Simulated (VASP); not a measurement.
VASP ran on this input.

**INCAR**
```
SYSTEM = PbS
PREC = Accurate
ENCUT = 520
EDIFF = 1E-7
NELM = 100
ALGO = Normal
LREAL = .FALSE.
LASPH = .TRUE.
ISMEAR = 0
SIGMA = 0.05
GGA = PE
LMAXMIX = 4
LWAVE = .FALSE.
LCHARG = .FALSE.
ISIF = 2
```

**POSCAR**
```
PbS
1
    0.0000000000     3.0024808369     3.0024808369
    3.0024808369     0.0000000000     3.0024808369
    3.0024808369     3.0024808369     0.0000000000
Pb S
1 1
Direct
  0.0000000000   0.0000000000   0.0000000000
  0.5000000000   0.5000000000   0.5000000000
```

### KPOINTS
```
Automatic mesh
0
Gamma
8 8 8
0 0 0
```

POTCAR, in this order: Pb_d S (PBE.64 set). Program: vasp_std.

Problem. Write an equivalent input for Quantum ESPRESSO's pw.x.

Solution. One equivalent input (not run):
```
&CONTROL
  calculation = 'scf'
  pseudo_dir = './pseudo'
  outdir = './out'
  tprnfor = .true.
  tstress = .true.
/
&SYSTEM
  ibrav = 0
  nat = 2
  ntyp = 2
  ecutwfc = 62.5
  occupations = 'smearing'
  smearing = 'gaussian'
  degauss = 0.003675
  input_dft = 'pbe'
/
&ELECTRONS
  conv_thr = 7.3e-09
  electron_maxstep = 100
/
ATOMIC_SPECIES
  Pb 207.200 Pb.upf
  S 32.060 S.upf
CELL_PARAMETERS angstrom
     0.0000000    3.0024808    3.0024808
     3.0024808    0.0000000    3.0024808
     3.0024808    3.0024808    0.0000000
ATOMIC_POSITIONS crystal
  Pb   0.0000000  0.0000000  0.0000000
  S    0.5000000  0.5000000  0.5000000
K_POINTS automatic
  8 8 8 0 0 0
```
Limits of the translation: the potentials are each code's own (VASP's PAW set, PseudoDojo norm-conserving files in pw.x), so ENCUT and ecutwfc are chosen apart and not converted; conv_thr bounds pw.x's estimated SCF error, while EDIFF bounds the energy change between steps.

The compound is PbS in the rock salt structure. It was relaxed first.
